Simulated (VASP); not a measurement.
An input for Quantum ESPRESSO's pw.x (written as the equivalent of a VASP run, and not itself run):

```
&CONTROL
  calculation = 'scf'
  pseudo_dir = './pseudo'
  outdir = './out'
  tprnfor = .true.
  tstress = .true.
/
&SYSTEM
  ibrav = 0
  nat = 20
  ntyp = 2
  ecutwfc = 66
  occupations = 'smearing'
  smearing = 'gaussian'
  degauss = 0.000735
  input_dft = 'pbe'
/
&ELECTRONS
  conv_thr = 7.3e-08
  electron_maxstep = 100
/
ATOMIC_SPECIES
  Bi 208.980 Bi.upf
  S 32.060 S.upf
CELL_PARAMETERS angstrom
    11.5935900    0.0000000    0.0000000
     0.0000000    3.9977900    0.0000000
     0.0000000    0.0000000   11.1606200
ATOMIC_POSITIONS crystal
  Bi   0.0190760  0.2539970  0.3280720
  Bi   0.9832850  0.7512440  0.6730710
  Bi   0.4808960  0.7461110  0.8254140
  Bi   0.5160610  0.2512740  0.1733370
  Bi   0.1573000  0.7529790  0.0329860
  Bi   0.8434280  0.2509410  0.9690720
  Bi   0.3457840  0.2453290  0.5329930
  Bi   0.6552550  0.7514260  0.4689420
  S    0.4534330  0.7442760  0.3702150
  S    0.5513600  0.2537790  0.6288250
  S    0.0472960  0.2451030  0.8712490
  S    0.9514990  0.7510840  0.1269260
  S    0.1211130  0.7501580  0.4438890
  S    0.8793670  0.2490400  0.5547170
  S    0.3780760  0.2408080  0.9438110
  S    0.6204250  0.7522430  0.0589040
  S    0.7103630  0.2508100  0.3083310
  S    0.2884500  0.7482960  0.6892820
  S    0.7874150  0.7556560  0.8070600
  S    0.2101170  0.2554460  0.1929030
K_POINTS automatic
  1 3 2 0 0 0
```

Task: Translate this input to VASP (INCAR, KPOINTS, POSCAR, choice of POTCAR).

Result: One answer among several that fit: 
### POSCAR
```
Bi2S3
11.593590
  1.0000000000   0.0000000000   0.0000000000
  0.0000000000   0.3448276159   0.0000000000
  0.0000000000   0.0000000000   0.9626543633
Bi S
8 12
direct
  0.0190760000   0.2539970000   0.3280720000
  0.9832850000   0.7512440000   0.6730710000
  0.4808960000   0.7461110000   0.8254140000
  0.5160610000   0.2512740000   0.1733370000
  0.1573000000   0.7529790000   0.0329860000
  0.8434280000   0.2509410000   0.9690720000
  0.3457840000   0.2453290000   0.5329930000
  0.6552550000   0.7514260000   0.4689420000
  0.4534330000   0.7442760000   0.3702150000
  0.5513600000   0.2537790000   0.6288250000
  0.0472960000   0.2451030000   0.8712490000
  0.9514990000   0.7510840000   0.1269260000
  0.1211130000   0.7501580000   0.4438890000
  0.8793670000   0.2490400000   0.5547170000
  0.3780760000   0.2408080000   0.9438110000
  0.6204250000   0.7522430000   0.0589040000
  0.7103630000   0.2508100000   0.3083310000
  0.2884500000   0.7482960000   0.6892820000
  0.7874150000   0.7556560000   0.8070600000
  0.2101170000   0.2554460000   0.1929030000
```

INCAR:
```
SYSTEM = Bi2S3
PREC = Accurate; ENCUT = 300; LREAL = Auto
LASPH = .TRUE.
EDIFF = 1E-6; NELM = 100; ALGO = Normal
LMAXMIX = 4
ISMEAR = 0; SIGMA = 0.01
GGA = PE
ISIF = 2
LWAVE = .FALSE.; LCHARG = .FALSE.
```

**KPOINTS**
```
Automatic mesh
0
Gamma
1 3 2
0 0 0
```

POTCAR, in this order: Bi_d S (PBE.64 set). Program: vasp_std.

What does not carry over: the potentials are each code's own (VASP's PAW set, PseudoDojo norm-conserving files in pw.x), so ENCUT and ecutwfc are chosen apart and not converted; conv_thr bounds pw.x's estimated SCF error, while EDIFF bounds the energy change between steps.

The structure comes from a computed database's Bi2S3 entry, a phase known from measurement. The cell was not relaxed at this level, atoms are displaced from their ideal sites. The k-mesh is coarse (spacing up to 0.54 per Å, 2π included), so the numbers may not be converged in it.
